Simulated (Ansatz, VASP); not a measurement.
# Ga13P9O42 (amorphous 59Ga2O3-41P2O5 (mol %)): VASP beside Ansatz, part 2 of 2

Wanted: the spread between two codes on one cell, functional and k mesh. The cell is taken from a series of runs on this material, whose earlier steps may have relaxed, scaled, displaced or heated it; both programs get it as it stands.

VASP 6.6.1 and Ansatz 0.2.0.

So far. Step 3 (VASP: single point, PBE, pair 1): The run ends at a pressure of -0.40 GPa, with forces up to 3.7 eV/Å.

### Step 5. Ansatz: single point, PBE, pair 2

Level of this step: Ansatz beside VASP: Kohn-Sham DFT, plane waves, PBE (Ansatz).

With cell and atoms fixed, the geometry can't cause a difference; cores, projectors, grids and the points listed under the comparison can.

The cell is taken from a series of runs on this material, whose earlier steps may have relaxed, scaled, displaced or heated it; both programs get it as it stands.

Input file input.yaml:

```yaml
crystal:
  lattice:
    - [11.45846, 0.0, 0.0]
    - [0.0, 11.45846, 0.0]
    - [0.0, 0.0, 11.45846]
  atoms:
    - { symbol: Ga, position: [0.93234, 0.63985, 0.54546] }
    - { symbol: Ga, position: [0.77943, 0.38553, 0.14169] }
    - { symbol: Ga, position: [0.51753, 0.77993, 0.77429] }
    - { symbol: Ga, position: [0.38481, 0.09463, 0.69551] }
    - { symbol: Ga, position: [0.73564, 0.896, 0.80766] }
    - { symbol: Ga, position: [0.89666, 0.05192, 0.00739] }
    - { symbol: Ga, position: [0.85768, 0.14811, 0.76523] }
    - { symbol: Ga, position: [0.6499, 0.62517, 0.41344] }
    - { symbol: Ga, position: [0.24853, 0.6884, 0.87234] }
    - { symbol: Ga, position: [0.57326, 0.93208, 0.54786] }
    - { symbol: Ga, position: [0.31257, 0.95605, 0.43855] }
    - { symbol: Ga, position: [0.48771, 0.52329, 0.90225] }
    - { symbol: Ga, position: [0.51985, 0.77624, 0.03009] }
    - { symbol: Ga, position: [0.46332, 0.38923, 0.62902] }
    - { symbol: Ga, position: [0.23979, 0.39782, 0.81354] }
    - { symbol: Ga, position: [0.5375, 0.12409, 0.35626] }
    - { symbol: Ga, position: [0.08357, 0.54132, 0.01624] }
    - { symbol: Ga, position: [0.74649, 0.65386, 0.99384] }
    - { symbol: Ga, position: [0.75184, 0.41594, 0.86861] }
    - { symbol: Ga, position: [0.59934, 0.22278, 0.87698] }
    - { symbol: Ga, position: [0.26042, 0.28045, 0.50352] }
    - { symbol: Ga, position: [0.1214, 0.38121, 0.27664] }
    - { symbol: Ga, position: [0.30906, 0.18221, 0.24082] }
    - { symbol: Ga, position: [0.23791, 0.75015, 0.1932] }
    - { symbol: Ga, position: [0.08313, 0.847, 0.98851] }
    - { symbol: Ga, position: [0.86699, 0.04949, 0.32885] }
    - { symbol: P, position: [0.64393, 0.18599, 0.61155] }
    - { symbol: P, position: [0.18602, 0.52886, 0.51426] }
    - { symbol: P, position: [0.12722, 0.99532, 0.24487] }
    - { symbol: P, position: [0.12545, 0.17951, 0.69155] }
[... 92 atom lines left out ...]
    - { symbol: O, position: [0.56158, 0.52376, 0.60128] }
    - { symbol: O, position: [0.76392, 0.77122, 0.1025] }
    - { symbol: O, position: [0.16376, 0.70375, 0.03015] }
    - { symbol: O, position: [0.60773, 0.10804, 0.99386] }
    - { symbol: O, position: [0.74462, 0.61667, 0.55099] }
    - { symbol: O, position: [0.77289, 0.16259, 0.62955] }
kpoints:
  mp_grid: { grid: [1, 1, 1] }
hamiltonian:
  xc: pbe
scf:
  occupations: { method: gaussian, width: 0.05 }
output:
  forces: true
  stress: true
  populations: true
  dos:
    method: { smearing: { sigma: 0.1 } }
    de: 0.1
    projected: { site_lists: { Ga: [Ga], O: [O], P: [P] } }
  eigenvalues: true
  write_density: true
  write_potential: true
  volumetric_format: npy
```

Started as:

```console
$ ansatz run input.yaml --threads 4 --pin off --max-ram 8192MiB --backend cpu --events-out ev --progress --plain --runs-dir out
```

Numbers of over 12 decimals in the logs are rounded to 6 here.

The program printed:

```text
[...]
Crystal: 128 atoms, lattice volume = 1504.453 Å³
Basis set: ecut = 420 eV, 29423 PW (Γ), exchange–correlation on 160×160×160 points (8 copies of the dense FFT grid, shifted against one another)
Bands: 594, of which v1, the nominal top of the filled ones, is band 466 counted from 1 (465 counted from 0)
Symmetry: 1 space group operations
[...]
k-points: 1
[...]
--- Löwdin populations: 128 sites ---
  site symbol       q [e]
     0     Ga     11.8706
     1     Ga     11.8951
     2     Ga     11.9677
     3     Ga     11.9570
     4     Ga     11.9156
     5     Ga     11.9196
     6     Ga     11.8707
     7     Ga     11.8591
[...]
124      O      6.6444
   125      O      6.7059
   126      O      6.6518
   127      O      6.6746
  spilling = 0.009253 (of n_electrons = 932.000000)
[key lines of the parts left out:]
SCF converged after 10 iterations
Free energy (F): -159662.179857 eV
Fermi energy:    7.083906 eV
P = ⅓ Tr σ = 2.9295 GPa (29.295 kbar)
```

### Step 6. VASP: single point, PBE, pair 2

The same cell, functional, mesh and smearing now go to VASP, with its own data sets.

Input file INCAR:

```
SYSTEM = Ga13P9O42
PREC = Accurate
ENCUT = 600
EDIFF = 1E-06
NELM = 120
ISMEAR = 0
SIGMA = 0.05
LREAL = Auto
ALGO = Normal
GGA = PE
NBANDS = 560
LORBIT = 11
LWAVE = .FALSE.
LCHARG = .FALSE.
ISIF = 2
LASPH = .TRUE.
GGA_COMPAT = .FALSE.
EFERMI = MIDGAP
NCORE = 4
```

Input file POSCAR:

```
Ga13P9O42
1.0
   11.4584600000      0.0000000000      0.0000000000
    0.0000000000     11.4584600000      0.0000000000
    0.0000000000      0.0000000000     11.4584600000
Ga P O
26 18 84
Direct
    0.9323400000      0.6398500000      0.5454600000
    0.7794300000      0.3855300000      0.1416900000
    0.5175300000      0.7799300000      0.7742900000
    0.3848100000      0.0946300000      0.6955100000
    0.7356400000      0.8960000000      0.8076600000
    0.8966600000      0.0519200000      0.0073900000
    0.8576800000      0.1481100000      0.7652300000
    0.6499000000      0.6251700000      0.4134400000
    0.2485300000      0.6884000000      0.8723400000
    0.5732600000      0.9320800000      0.5478600000
    0.3125700000      0.9560500000      0.4385500000
    0.4877100000      0.5232900000      0.9022500000
    0.5198500000      0.7762400000      0.0300900000
    0.4633200000      0.3892300000      0.6290200000
    0.2397900000      0.3978200000      0.8135400000
    0.5375000000      0.1240900000      0.3562600000
    0.0835700000      0.5413200000      0.0162400000
    0.7464900000      0.6538600000      0.9938400000
    0.7518400000      0.4159400000      0.8686100000
    0.5993400000      0.2227800000      0.8769800000
    0.2604200000      0.2804500000      0.5035200000
    0.1214000000      0.3812100000      0.2766400000
    0.3090600000      0.1822100000      0.2408200000
    0.2379100000      0.7501500000      0.1932000000
    0.0831300000      0.8470000000      0.9885100000
    0.8669900000      0.0494900000      0.3288500000
    0.6439300000      0.1859900000      0.6115500000
    0.1860200000      0.5288600000      0.5142600000
    0.1272200000      0.9953200000      0.2448700000
    0.1254500000      0.1795100000      0.6915500000
[... 92 atom lines left out ...]
    0.5615800000      0.5237600000      0.6012800000
    0.7639200000      0.7712200000      0.1025000000
    0.1637600000      0.7037500000      0.0301500000
    0.6077300000      0.1080400000      0.9938600000
    0.7446200000      0.6166700000      0.5509900000
    0.7728900000      0.1625900000      0.6295500000
```

Input file KPOINTS:

```
Automatic mesh
0
Gamma
1 1 1
0 0 0
```

PAW data sets: Ga_d, P and O (PBE family, release 64).

Started as:

```console
$ mpirun -np 16 vasp_gam
```

The program printed:

```text
[... set-up lines as in an earlier step ...]
 entering main loop
       N       E                     dE             d eps       ncg     rms          rms(c)
DAV:   1     0.286940739479E+05    0.28694E+05   -0.37085E+05  1144   0.311E+03
DAV:   2     0.654819779010E+04   -0.22146E+05   -0.21001E+05  1120   0.975E+02
DAV:   3    -0.783088609517E+02   -0.66265E+04   -0.62247E+04  1560   0.391E+02
DAV:   4    -0.910914195827E+03   -0.83261E+03   -0.81911E+03  1512   0.147E+02
[...]
DAV:  19    -0.835303673753E+03   -0.21539E-05   -0.39529E-05  1496   0.162E-02    0.550E-03
DAV:  20    -0.835303673963E+03   -0.21003E-06   -0.10846E-05   984   0.158E-02    0.313E-03
DAV:  21    -0.835303674092E+03   -0.12903E-06   -0.41975E-06  1080   0.107E-02
   1 F= -.83530367E+03 E0= -.83530367E+03  d E =-.164274-128
```

OUTCAR, selected parts (step 6):

```text
  FREE ENERGIE OF THE ION-ELECTRON SYSTEM (eV)
  ---------------------------------------------------
  free  energy   TOTEN  =      -835.3036740916 eV

  energy  without entropy=     -835.3036740916  energy(sigma->0) =     -835.30367409
```

The run ends at a pressure of 2.46 GPa, with forces up to 0.15 eV/Å.

### Step 7. Side by side

What differs besides the data sets and the points named for the pairs above, as far as they apply: the cutoff is 420 eV in Ansatz and 600 eV in VASP (PREC = Accurate, projectors in real space). Total energies have different zeros and are not compared.

The two programs side by side:

| quantity | Ansatz | VASP | difference |
| --- | --- | --- | --- |
| pressure (GPa) | 2.93 | 2.46 | +0.47 |
| gap on the k mesh (eV) | 1.742 | 1.714 | +0.028 |

Forces on 7 of the 128 atoms, those with the largest forces and the largest differences (eV/Å; atoms numbered as in POSCAR):

| atom | Ansatz x, y, z | VASP x, y, z |
| --- | --- | --- |
| O51 | 0.013, -0.003, 0.000 | 0.132, -0.048, 0.010 |
| O58 | 0.003, -0.002, -0.006 | 0.055, 0.102, -0.064 |
| O66 | 0.006, -0.013, -0.004 | 0.114, -0.062, -0.081 |
| O73 | 0.004, -0.003, 0.002 | 0.016, 0.062, 0.131 |
| O81 | 0.003, 0.007, -0.003 | -0.057, 0.060, 0.108 |
| O94 | -0.003, -0.008, 0.007 | 0.017, -0.133, -0.033 |
| O122 | 0.006, -0.004, 0.009 | 0.060, -0.096, 0.074 |

The forces differ by 48 meV/Å r.m.s., where the r.m.s. force is 0.009 eV/Å in Ansatz and 0.049 eV/Å in VASP: the atoms lie near their places of rest in Ansatz, so a percentage would say little (all taken over all components). A gap on the mesh is an upper bound, since the band edges may lie between its points.

### Step 8. What came out

```
r.m.s. force difference (single point, PBE, pair 1) : 5.4 % of the r.m.s. force
r.m.s. force difference (single point, PBE, pair 2) : 48 meV/Å
```

What this shows: The r.m.s. force difference is 48 meV/Å (single point, PBE, pair 2), beyond the 12 meV/Å picked in this series as the mark of a large difference. What causes the difference of the single point, PBE, pair 1 pair stays open here. What causes the difference of the single point, PBE, pair 2 pair stays open here. Such differences can come from data sets, numerical settings and the points named under the comparisons, not from the functional's error against experiment.

[Lines on the potential files, build, host, timing and source positions are cut from VASP's logs without a mark.]

[Logs are printed without paths, hosts, clocks, repeated set-up lines and the standing remarks that a program may print on its own settings, such as how far it seeks lower states.]

[Hosts, paths, dates, database ids (printed as entryN), source tags and the programs' standing remarks are cut or masked in the printed files.]
